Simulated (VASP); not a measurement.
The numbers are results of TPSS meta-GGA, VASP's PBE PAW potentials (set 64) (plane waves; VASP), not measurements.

The input files of a VASP run:

**INCAR**
```
SYSTEM = Dy
PREC = Accurate
ENCUT = 400
EDIFF = 1E-6
NELM = 100
ALGO = Normal
LREAL = .FALSE.
LASPH = .TRUE.
ISMEAR = 1
SIGMA = 0.1
LMAXMIX = 6
LWAVE = .FALSE.
LCHARG = .FALSE.
ISIF = 2
METAGGA = TPSS
LMIXTAU = .TRUE.
```

File POSCAR:
```
Dy
11.5260
  0.1588495575  -0.2751355197   0.0000000000
  0.1588495575   0.2751355197   0.0000000000
  0.0000000000   0.0000000000   0.5000000000
Dy
2
Direct
  0.3333330000   0.6666670000   0.2500000000
  0.6666670000   0.3333330000   0.7500000000
```

**KPOINTS**
```
Regular mesh
0
Gamma
  10 10 6
0 0 0
```

POTCAR, in this order: Dy_3 (PBE.64 set). Program: vasp_std.

Output of the run:

### OSZICAR
```
       N       E                     dE             d eps       ncg     rms          rms(c)
DAV:   1     0.510554235756E+02    0.51055E+02   -0.93625E+03  1456   0.130E+03
DAV:   2    -0.826427689873E+01   -0.59320E+02   -0.58335E+02  1461   0.332E+02
DAV:   3    -0.117075353989E+02   -0.34433E+01   -0.32302E+01  2108   0.446E+01
DAV:   4    -0.118270469388E+02   -0.11951E+00   -0.11296E+00  1981   0.863E+00
DAV:   5    -0.118312854135E+02   -0.42385E-02   -0.42308E-02  2224   0.134E+00    0.272E+01
DAV:   6     0.591460797173E+02    0.70977E+02   -0.51920E+03  1456   0.368E+04    0.166E+01
DAV:   7     0.475356062865E+03    0.41621E+03   -0.78028E+01  1491   0.396E+03    0.118E+00
DAV:   8    -0.164361681293E+02   -0.49179E+03   -0.14754E+01  1456   0.456E+01    0.413E+00
DAV:   9    -0.164647614055E+02   -0.28593E-01   -0.80962E-02  1856   0.317E+00    0.401E+00
DAV:  10    -0.164608032217E+02    0.39582E-02   -0.16299E-03  2057   0.392E-01    0.397E+00
DAV:  11    -0.164383964910E+02    0.22407E-01   -0.47106E-03  1656   0.556E-01    0.296E+00
DAV:  12    -0.164476118894E+02   -0.92154E-02   -0.35266E-02  1511   0.171E+00    0.185E+00
DAV:  13    -0.164417494024E+02    0.58625E-02   -0.22810E-02  1862   0.125E+00    0.169E+00
DAV:  14    -0.164358780151E+02    0.58714E-02   -0.92150E-04  1776   0.309E-01    0.187E+00
DAV:  15    -0.164476740877E+02   -0.11796E-01   -0.11182E-02  1744   0.103E+00    0.868E-01
DAV:  16    -0.164490304574E+02   -0.13564E-02   -0.21728E-03  1586   0.506E-01    0.278E-01
DAV:  17    -0.164485235447E+02    0.50691E-03   -0.85858E-04  1501   0.222E-01    0.872E-02
DAV:  18    -0.164481589304E+02    0.36461E-03   -0.30516E-04  1486   0.192E-01    0.924E-02
DAV:  19    -0.164485830787E+02   -0.42415E-03   -0.29330E-04  1496   0.161E-01    0.170E-02
DAV:  20    -0.164485790424E+02    0.40363E-05   -0.49308E-05  1556   0.590E-02    0.184E-02
DAV:  21    -0.164486021392E+02   -0.23097E-04   -0.59125E-06  1641   0.256E-02    0.302E-02
DAV:  22    -0.164486017998E+02    0.33938E-06   -0.23785E-06  1550   0.160E-02
   1 F= -.16448602E+02 E0= -.16449821E+02  d E =0.365759E-02
```

File OUTCAR:
```
------------------------ aborting loop because EDIFF is reached ----------------------------------------
  FORCE on cell =-STRESS in cart. coord.  units (eV):
  Direction    XX          YY          ZZ          XY          YZ          ZX
  --------------------------------------------------------------------------------------
  Total       -1.0126513     -1.0126514     -1.5404937      0.0000000      0.0000000      0.0000000
  in kB      -24.2438725    -24.2438752    -36.8809408      0.0000000      0.0000000      0.0000000
  external PRESSURE =     -28.4562295 kB  Pullay stress =       0.0000000 kB
  volume of cell :       66.92
      direct lattice vectors                 reciprocal lattice vectors
     1.830900000 -3.171212000  0.000000000     0.273089737 -0.157668425  0.000000000
     1.830900000  3.171212000  0.000000000     0.273089737  0.157668425  0.000000000
     0.000000000  0.000000000  5.763000000     0.000000000  0.000000000  0.173520736
 POSITION                                       TOTAL-FORCE (eV/Angst)
 -----------------------------------------------------------------------------------
      1.83090      1.05707      1.44075        -0.000000      0.000000      0.000000
      1.83090     -1.05707      4.32225         0.000000     -0.000000      0.000000
 -----------------------------------------------------------------------------------
    total drift:                               -0.000005      0.000106     -0.000011
  FREE ENERGIE OF THE ION-ELECTRON SYSTEM (eV)
  ---------------------------------------------------
  free  energy   TOTEN  =       -16.4486017998 eV

  energy  without entropy=      -16.4522593893  energy(sigma->0) =      -16.44982100
```
(Selected blocks of OUTCAR.)

The 4f electrons are frozen in the core of the lanthanide potential, so 4f levels, which can set the real gap, and their magnetism are missing.

The compound is Dy in the hcp structure. The cell was not relaxed at this level. The run is one of a series of settings (GGA removed, LMIXTAU = .TRUE., METAGGA = TPSS against the base run), some of them coarse on purpose.
